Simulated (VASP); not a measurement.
OSZICAR of a VASP run on Ag (fcc):

OSZICAR:
```
       N       E                     dE             d eps       ncg     rms          rms(c)
DAV:   1     0.442531045902E+02    0.44253E+02   -0.58402E+03  2690   0.112E+03
DAV:   2    -0.370468256659E+01   -0.47958E+02   -0.45423E+02  2714   0.212E+02
DAV:   3    -0.409694342098E+01   -0.39226E+00   -0.39215E+00  3053   0.234E+01
DAV:   4    -0.409775110253E+01   -0.80768E-03   -0.80766E-03  2970   0.997E-01
DAV:   5    -0.409775606845E+01   -0.49659E-05   -0.49667E-05  2841   0.703E-02    0.773E+00
DAV:   6    -0.377731097160E+01    0.32045E+00   -0.13760E+00  2645   0.129E+01    0.458E+00
DAV:   7    -0.375920290752E+01    0.18108E-01   -0.22197E-02  2848   0.156E+00    0.237E+00
DAV:   8    -0.375348296400E+01    0.57199E-02   -0.11070E-03  2653   0.404E-01    0.102E-01
DAV:   9    -0.375349698539E+01   -0.14021E-04   -0.64264E-06  3092   0.252E-02    0.115E-02
DAV:  10    -0.375349707386E+01   -0.88470E-07   -0.20745E-06  2864   0.138E-02    0.449E-03
DAV:  11    -0.375349706198E+01    0.11886E-07   -0.45217E-08  1672   0.234E-03
   1 F= -.37534971E+01 E0= -.37533942E+01  d E =-.308636E-03
```

**Question.** Which electronic solver shows in the log?

**Answer.** It is blocked Davidson (ALGO = Normal, or the opening steps of other solvers). The INCAR had ALGO = Normal.

**Question.** Can the final energy be trusted as converged?

**Answer.** The run converged. It stopped with EDIFF = 1E-7, NELM = 100 (LDA (Ceperley-Alder, Perdew-Zunger), plane waves, VASP's LDA PAW potentials (set 64)).

The compound is Ag in the fcc structure. This cell is one point of a volume scan, at 0.94 of the reference volume.
